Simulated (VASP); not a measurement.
# SbRu: which input changes matter, part 2 of 4

Which changes to a sound input spoil a run on SbRu, which are harmless, and which give a warning? All runs use LDA. The start is a cell from a database of measured crystal structures.

VASP 6.6.1; LDA; plane waves and PAW (Sb, Ru_pv).

Still holding for the runs below: The k-mesh is coarse for a metal.

So far. Step 2 (Reference run): The pressure is -4.05 GPa and the largest force 0.128 eV/Å, so the cell is not at a minimum at these settings. Step 3 (Self-consistent run (LDA) with a changed input): Against the reference run the energy at zero smearing moves by +3.28 meV an atom and the pressure by +0.40 GPa.

## (4) Total energy, forces and stress (LDA) with a changed input

This run is made with a changed input; what comes of it follows.

File INCAR:

```
SYSTEM = SbRu
PREC = Accurate
ENCUT = 400
EDIFF = 1E-06
NELM = 64
ISMEAR = -1
SIGMA = 0.05
LREAL = .FALSE.
ALGO = Normal
GGA = CA
NBANDS = 47
LASPH = .TRUE.
LORBIT = 11
LWAVE = .FALSE.
LCHARG = .FALSE.
KPAR = 8
ISIF = 2
```

File POSCAR:

```
SbRu
1.0
   11.2642800000      0.0000000000      0.0000000000
    0.0000000000      6.9963300000      0.0000000000
    0.0000000000      0.0000000000     12.4338300000
Sb Ru
4 4
Direct
    0.1992000000      0.2500000000      0.5808000000
    0.3008000000      0.7500000000      0.0808000000
    0.6992000000      0.2500000000      0.9192000000
    0.8008000000      0.7500000000      0.4192000000
    0.0053000000      0.2500000000      0.2037000000
    0.4947000000      0.7500000000      0.7037000000
    0.5053000000      0.2500000000      0.2963000000
    0.9947000000      0.7500000000      0.7963000000
```

File KPOINTS:

```
Automatic mesh
0
Gamma
2 3 2
0 0 0
```

The projector-augmented-wave data sets are Sb and Ru_pv (LDA family, release 64).

Command:

```bash
$ mpirun -np 8 vasp_std
```

Output:

```text
[banner, memory and clock lines left out]
running    8 mpi-ranks, on    1 nodes
 distrk:  each k-point on    1 cores,    8 groups
 distr:  one band on    1 cores,    1 groups

 POSCAR found type information on POSCAR SbRu
 POSCAR found :  2 types and       8 ions
 [... a notice as in an earlier step ...]

 LDA part: xc-table for (Slater(with rela. corr.)+CA(PZ))
 , standard interpolation
 POSCAR, INCAR and KPOINTS ok, starting setup
 FFT: planning ... GRIDC
 FFT: planning ... GRID_SOFT
 FFT: planning ... GRID
 WAVECAR not read
 entering main loop
       N       E                     dE             d eps       ncg     rms          rms(c)
DAV:   1     0.337364031721E+03    0.33736E+03   -0.30196E+04  1008   0.965E+02
DAV:   2     0.268847894950E+02   -0.31048E+03   -0.30212E+03   971   0.200E+02
DAV:   3    -0.566872994176E+01   -0.32554E+02   -0.27387E+02   873   0.482E+01
DAV:   4    -0.888041681528E+01   -0.32117E+01   -0.19859E+01   912   0.113E+01
DAV:   5    -0.992802900245E+01   -0.10476E+01   -0.69210E+00  1057   0.517E+00    0.147E+01
DAV:   6    -0.634543766281E+02   -0.53526E+02   -0.26687E+02  1113   0.381E+01    0.430E+01
DAV:   7    -0.154032131707E+02    0.48051E+02   -0.41150E+01   812   0.203E+01    0.221E+01
DAV:   8    -0.120153661755E+02    0.33878E+01   -0.46805E+00  1184   0.329E+00    0.191E+01
DAV:   9    -0.946134348216E+01    0.25540E+01   -0.25321E+00  1058   0.245E+00    0.116E+01
DAV:  10    -0.900138547568E+01    0.45996E+00   -0.32312E+00  1225   0.229E+00    0.413E+00
DAV:  11    -0.984020604403E+01   -0.83882E+00   -0.27576E+00  1055   0.307E+00    0.124E+01
DAV:  12    -0.926223271247E+01    0.57797E+00   -0.49430E-01  1129   0.127E+00    0.637E+00
DAV:  13    -0.915468590194E+01    0.10755E+00   -0.76274E-01  1234   0.108E+00    0.195E+00
DAV:  14    -0.916993994256E+01   -0.15254E-01   -0.23159E-01  1100   0.840E-01    0.861E-01
DAV:  15    -0.928281052471E+01   -0.11287E+00   -0.38204E-01  1241   0.657E-01    0.488E+00
DAV:  16    -0.923282703843E+01    0.49983E-01   -0.13648E-01  1124   0.553E-01    0.290E+00
DAV:  17    -0.922370225124E+01    0.91248E-02   -0.52975E-02  1233   0.289E-01    0.207E+00
DAV:  18    -0.921133798637E+01    0.12364E-01   -0.63446E-02  1211   0.346E-01    0.851E-01
DAV:  19    -0.921630596723E+01   -0.49680E-02   -0.14789E-02  1184   0.147E-01    0.133E+00
DAV:  20    -0.921862361115E+01   -0.23176E-02   -0.65041E-03  1197   0.766E-02    0.154E+00
DAV:  21    -0.921337949376E+01    0.52441E-02   -0.37968E-03  1176   0.110E-01    0.934E-01
DAV:  22    -0.921078046598E+01    0.25990E-02   -0.37760E-03  1177   0.111E-01    0.289E-01
DAV:  23    -0.921176603904E+01   -0.98557E-03   -0.11782E-03  1138   0.509E-02    0.565E-01
DAV:  24    -0.921091653591E+01    0.84950E-03   -0.67775E-04  1152   0.480E-02    0.281E-01
DAV:  25    -0.921067745077E+01    0.23909E-03   -0.63364E-04  1160   0.348E-02    0.291E-02
DAV:  26    -0.921070280533E+01   -0.25355E-04   -0.20246E-04   954   0.141E-02    0.446E-02
DAV:  27    -0.921071227079E+01   -0.94655E-05   -0.15870E-04  1104   0.117E-02    0.267E-02
DAV:  28    -0.921072528809E+01   -0.13017E-04   -0.12852E-04   963   0.953E-03    0.319E-02
DAV:  29    -0.921072987892E+01   -0.45908E-05   -0.77274E-05   778   0.509E-03    0.146E-02
DAV:  30    -0.921073709356E+01   -0.72146E-05   -0.80844E-05   657   0.270E-03    0.190E-03
[...]
DAV:  41    -0.921077422097E+01   -0.23835E-05   -0.23798E-05   516   0.437E-04    0.123E-03
DAV:  42    -0.921077627908E+01   -0.20581E-05   -0.20544E-05   516   0.495E-04    0.117E-03
DAV:  43    -0.921077800866E+01   -0.17296E-05   -0.17272E-05   516   0.375E-04    0.125E-03
DAV:  44    -0.921078023704E+01   -0.22284E-05   -0.22234E-05   523   0.410E-04    0.123E-03
DAV:  45    -0.921078239025E+01   -0.21532E-05   -0.21484E-05   509   0.389E-04    0.137E-03
DAV:  46    -0.921078465160E+01   -0.22613E-05   -0.22557E-05   523   0.393E-04    0.146E-03
DAV:  47    -0.921078620005E+01   -0.15485E-05   -0.15463E-05   509   0.375E-04    0.153E-03
DAV:  48    -0.921078727869E+01   -0.10786E-05   -0.10780E-05   502   0.320E-04    0.157E-03
DAV:  49    -0.921078834436E+01   -0.10657E-05   -0.10646E-05   502   0.299E-04    0.162E-03
DAV:  50    -0.921078941142E+01   -0.10671E-05   -0.10667E-05   502   0.289E-04    0.168E-03
DAV:  51    -0.921079047657E+01   -0.10652E-05   -0.10632E-05   495   0.365E-04    0.185E-03
DAV:  52    -0.921079134806E+01   -0.87149E-06   -0.86981E-06   502   0.279E-04
|                                                                             |
|           W    W    AA    RRRRR   N    N  II  N    N   GGGG   !!!           |
|           W    W   A  A   R    R  NN   N  II  NN   N  G    G  !!!           |
|           W    W  A    A  R    R  N N  N  II  N N  N  G       !!!           |
|           W WW W  AAAAAA  RRRRR   N  N N  II  N  N N  G  GGG   !            |
|           WW  WW  A    A  R   R   N   NN  II  N   NN  G    G                |
|           W    W  A    A  R    R  N    N  II  N    N   GGGG   !!!           |
|                                                                             |
|     Your highest band is occupied at some k-points! Unless you are          |
|     performing a calculation for an insulator or semiconductor, without     |
|     unoccupied bands, you have included TOO FEW BANDS!! Please increase     |
|     the parameter NBANDS in file INCAR to ensure that the highest band      |
|     is unoccupied at all k-points. It is always recommended to include      |
|     a few unoccupied bands to accelerate the convergence of                 |
|     molecular-dynamics runs (even for insulators or semiconductors),        |
|     since the presence of unoccupied bands improves wavefunction            |
|     prediction and helps to suppress 'band-crossings'.                      |
|                                                                             |

   1 F= -.92107913E+01 E0= -.87370329E+01  d E =-.947517E+00
```

The job ended after 2.1 min (8 MPI ranks of Intel Xeon Platinum 8488C (Sapphire Rapids), shared host; peak memory 5.1 GiB).

From OUTCAR (step 4):

```text
  LATTYP: Found a simple orthorhombic cell.
 ALAT       =     6.9963300000
 B/A-ratio  =     1.6100269713
 C/A-ratio  =     1.7771931856

 Found      8 irreducible k-points:

   k-points           NKPTS =      8   k-points in BZ     NKDIM =      8   number of bands    NBANDS=     47

   dimension x,y,z NGX =    80 NGY =   48 NGZ =   84
   dimension x,y,z NGXF=   160 NGYF=   96 NGZF=  168

   ENCUT  =  400.0 eV  29.40 Ry    5.42 a.u.  18.37 11.41 20.28*2*pi/ulx,y,z

   NELECT =      76.0000    total number of electrons

 E-fermi :  -2.5892

 k-point     1 :       0.0000    0.0000    0.0000
  band No.  band energies     occupation
    ...
     37      -2.6453      1.50865
     38      -2.6448      1.50469
     39      -2.6389      1.45956
     40      -2.6028      1.13419
     41      -2.6009      1.11557
     42      -2.4840      0.21705
     43      -2.4729      0.17788
     44      -2.4483      0.11259
     45      -2.4138      0.05809
     46      -2.3646      0.02215
    ...

 k-point     2 :       0.5000    0.0000    0.0000
  band No.  band energies     occupation
    ...
     36      -2.6470      1.52103
     37      -2.6461      1.51454
     38      -2.6461      1.51454
     39      -2.6430      1.49145
     40      -2.6430      1.49145
     41      -2.4833      0.21463
     42      -2.4833      0.21463
     43      -2.4439      0.10368
     44      -2.4439      0.10363
     45      -2.3987      0.04332
    ...

  Total      -13.6846095    -12.6507903    -12.7613130      0.0000000      0.0000000      0.0000000
  in kB      -22.3750669    -20.6847173    -20.8654279      0.0000000      0.0000000      0.0000000
  external PRESSURE =     -21.3084041 kB  Pullay stress =       0.0000000 kB

  energy-cutoff  :      400.00
  volume of cell :      979.89
      direct lattice vectors                 reciprocal lattice vectors
    11.264280000  0.000000000  0.000000000     0.088776202  0.000000000  0.000000000
     0.000000000  6.996330000  0.000000000     0.000000000  0.142932080  0.000000000
     0.000000000  0.000000000 12.433830000     0.000000000  0.000000000  0.080425742

 POSITION                                       TOTAL-FORCE (eV/Angst)
 -----------------------------------------------------------------------------------
      2.24384      1.74908      7.22157         0.111567      0.000000      0.023746
      3.38830      5.24725      1.00465        -0.111567      0.000000      0.023746
      7.87598      1.74908     11.42918         0.111567      0.000000     -0.023746
      9.02044      5.24725      5.21226        -0.111567      0.000000     -0.023746
      0.05970      1.74908      2.53277        -0.082613      0.000000      0.100017
      5.57244      5.24725      8.74969         0.082613     -0.000000      0.100017
      5.69184      1.74908      3.68414        -0.082613     -0.000000     -0.100017
     11.20458      5.24725      9.90106         0.082613     -0.000000     -0.100017
 -----------------------------------------------------------------------------------
    total drift:                                0.000000      0.000000      0.000000

  FREE ENERGIE OF THE ION-ELECTRON SYSTEM (eV)
  ---------------------------------------------------
  free  energy   TOTEN  =        -9.2107913481 eV

  energy  without entropy=       -8.2632744518  energy(sigma->0) =       -8.73703290

 total charge
# of ion       s       p       d       tot
------------------------------------------
    1        1.252   1.016   0.000   2.267
    2        1.252   1.016   0.000   2.267
    3        1.252   1.016   0.000   2.267
    4        1.252   1.016   0.000   2.267
    5        0.099   5.969   6.193  12.261
    6        0.099   5.969   6.193  12.261
    7        0.099   5.969   6.193  12.261
    8        0.099   5.969   6.193  12.261
--------------------------------------------------
tot          5.404  27.940  24.772  58.115

[... 2 parts as in an earlier step ...]

[... 7 further parts left out ...]
```

Convergence was reached, but on settings outside the sound range, so the numbers are no properties of the crystal.

The fault in the input: cell typed in bohr. POSCAR is in ångström: multiply bohr by 0.529.

## (5) Self-consistent run (LDA) with a changed input, try 2

A single point gives energy, forces and stress at these settings. Some settings are moved from the usual, to see what they do.

INCAR: that of step 4 with these lines changed.

```diff
@@ -3,4 +3,4 @@
 ENCUT = 400
-EDIFF = 1E-06
-NELM = 64
+EDIFF = 1E-04
+NELM = 100
 ISMEAR = -1
@@ -8,3 +8,3 @@
 LREAL = .FALSE.
-ALGO = Normal
+ALGO = Conjugate
 GGA = CA
```

POSCAR: that of step 4 with these lines changed.

```diff
@@ -2,5 +2,5 @@
 1.0
-   11.2642800000      0.0000000000      0.0000000000
-    0.0000000000      6.9963300000      0.0000000000
-    0.0000000000      0.0000000000     12.4338300000
+    5.9608000000      0.0000000000      0.0000000000
+    0.0000000000      3.7023000000      0.0000000000
+    0.0000000000      0.0000000000      6.5797000000
 Sb Ru
```

File KPOINTS:

```
Automatic mesh
0
Gamma
4 6 4
0 0 0
```

Command:

```bash
$ mpirun -np 8 vasp_std
```

Output:

```text
[... set-up lines as in an earlier step ...]
 entering main loop
       N       E                     dE             d eps       ncg     rms           ort
DAV:   1     0.657568937293E+03    0.65757E+03   -0.35671E+04  1692   0.130E+03
DAV:   2    -0.277162882865E+02   -0.68529E+03   -0.66322E+03  1692   0.381E+02
DAV:   3    -0.632880291318E+02   -0.35572E+02   -0.34368E+02  1692   0.837E+01
DAV:   4    -0.641806601444E+02   -0.89263E+00   -0.88980E+00  1692   0.134E+01
DAV:   5    -0.642028898561E+02   -0.22230E-01   -0.22225E-01  1692   0.229E+00
SDA:   6    -0.618086916145E+02    0.23942E+01   -0.22225E-01  1692   0.935E+01   0.000E+00
 gam= 0.000 g(H,U,f)=  0.742E+01 0.186E+01 0.648E-01 ort(H,U,f) = 0.000E+00 0.000E+00 0.000E+00
 gam= 0.000 trial= 0.400  step=  0.2326 mean=  0.4000
CGA:   7    -0.628997881430E+02   -0.10911E+01   -0.10874E+01  1692   0.665E+00   0.818E-02
 gam= 0.071 g(H,U,f)=  0.616E+00 0.482E-01 0.116E-02 ort(H,U,f) =-0.226E+00 0.226E+00 0.793E-02
 gam= 0.071 trial= 0.383  step=  0.3948 mean=  0.3833
CGA:   8    -0.630312525878E+02   -0.13146E+00   -0.13146E+00  1692   0.147E+00   0.135E-03
 gam= 0.221 g(H,U,f)=  0.134E+00 0.127E-01 0.146E-03 ort(H,U,f) =-0.186E-01 0.184E-01 0.295E-03
 gam= 0.221 trial= 0.384  step=  0.4688 mean=  0.3844
CGA:   9    -0.630657823893E+02   -0.34530E-01   -0.34532E-01  1692   0.302E-01  -0.107E-04
 gam= 0.205 g(H,U,f)=  0.239E-01 0.618E-02 0.178E-03 ort(H,U,f) =-0.117E-01 0.114E-01 0.253E-03
 gam= 0.205 trial= 0.393  step=  0.5288 mean=  0.3929
CGA:  10    -0.630737736914E+02   -0.79913E-02   -0.79919E-02  1692   0.125E-01  -0.245E-05
 gam= 0.413 g(H,U,f)=  0.111E-01 0.140E-02 0.268E-04 ort(H,U,f) =-0.394E-02 0.386E-02 0.799E-04
 gam= 0.413 trial= 0.406  step=  0.5278 mean=  0.4064
CGA:  11    -0.630770721192E+02   -0.32984E-02   -0.32984E-02  1692   0.352E-02   0.159E-05
 gam= 0.282 g(H,U,f)=  0.300E-02 0.505E-03 0.125E-04 ort(H,U,f) =-0.178E-02 0.174E-02 0.412E-04
 gam= 0.282 trial= 0.419  step=  0.4858 mean=  0.4186
CGA:  12    -0.630779277189E+02   -0.85560E-03   -0.85565E-03  1692   0.836E-03  -0.112E-05
 gam= 0.237 g(H,U,f)=  0.711E-03 0.121E-03 0.436E-05 ort(H,U,f) =-0.132E-03 0.131E-03 0.832E-07
 gam= 0.237 trial= 0.425  step=  0.5642 mean=  0.4253
CGA:  13    -0.630781634696E+02   -0.23575E-03   -0.23576E-03  1692   0.238E-03  -0.111E-06
 gam= 0.285 g(H,U,f)=  0.224E-03 0.133E-04 0.642E-06 ort(H,U,f) =-0.443E-04 0.427E-04 0.150E-05
 gam= 0.285 trial= 0.439  step=  0.6668 mean=  0.4392
CGA:  14    -0.630782427771E+02   -0.79307E-04   -0.79306E-04  1692   0.722E-04   0.529E-09
 gam= 0.304 g(H,U,f)=  0.673E-04 0.478E-05 0.145E-06 ort(H,U,f) =-0.646E-05 0.626E-05 0.204E-06
 gam= 0.304 trial= 0.462  step=  0.6894 mean=  0.4620
 final diagonalization occupied
   1 F= -.63078243E+02 E0= -.63050230E+02  d E =-.560251E-01
```

Elapsed: 15 s, on 8 MPI ranks; peak memory 3.1 GiB; 1.8 min of CPU time.

OUTCAR, selected parts (step 5):

```text
   NELECT =      76.0000    total number of electrons

 E-fermi :  10.8060

 k-point     1 :       0.0000    0.0000    0.0000
  band No.  band energies     occupation
    ...
     35      10.0121      2.00000
     36      10.1486      2.00000
     37      10.1622      1.99999
     38      10.4595      1.99806
     39      10.7177      1.70970
     40      11.8039      0.00000
     41      12.8727      0.00000
     42      13.2073      0.00000
     43      13.8160      0.00000
     44      14.0460      0.00000
    ...

  Total       -5.0480966     -1.9536198     -4.0077023      0.0000000      0.0000000      0.0000000
  in kB      -55.7001015    -21.5560106    -44.2205138      0.0000000      0.0000000      0.0000000
  external PRESSURE =     -40.4922086 kB  Pullay stress =       0.0000000 kB

 POSITION                                       TOTAL-FORCE (eV/Angst)
 -----------------------------------------------------------------------------------
      1.18739      0.92558      3.82149         0.066883      0.000000     -0.109510
      1.79301      2.77672      0.53164        -0.066883     -0.000000     -0.109510
      4.16779      0.92558      6.04806         0.066883     -0.000000      0.109510
      4.77341      2.77672      2.75821        -0.066883     -0.000000      0.109510
      0.03159      0.92558      1.34028         0.018563      0.000000      0.021243
      2.94881      2.77672      4.63013        -0.018563     -0.000000      0.021243
      3.01199      0.92558      1.94957         0.018563      0.000000     -0.021243
      5.92921      2.77672      5.23942        -0.018563     -0.000000     -0.021243
 -----------------------------------------------------------------------------------
    total drift:                                0.000000     -0.000000      0.000000

  FREE ENERGIE OF THE ION-ELECTRON SYSTEM (eV)
  ---------------------------------------------------
  free  energy   TOTEN  =       -63.0782427771 eV

  energy  without entropy=      -63.0222176761  energy(sigma->0) =      -63.05023023

[... 9 parts as in an earlier step ...]

[... 8 further parts left out ...]
```

The run converged, and its energy and pressure stay near those of the sound run.

Energy and pressure equal those of the sound run on this cell, within 0.05 meV an atom and 0.01 GPa.

Settings moved from the usual: EDIFF = 0.0001 and ALGO = Conjugate.

ALGO acts on the way to self-consistency or on speed; a fully converged result doesn't depend on them, though slow mixing can meet EDIFF with the stress still off.

[end of part 2 of 4]

[Lines on the potential files, build, host, timing and source positions are cut from VASP's logs without a mark.]

[Logs are printed without paths, hosts, clocks, repeated set-up lines and the standing remarks that a program may print on its own settings, such as how far it seeks lower states.]

[Hosts, paths, dates, database ids (printed as entryN), source tags and the programs' standing remarks are cut or masked in the printed files.]

[A measured line is paired with the nearest computed mode of its activity, which favours agreement.]

[In band tables of VASP the shares of atoms and orbitals are scaled to a sum of 1 inside the atoms' spheres.]
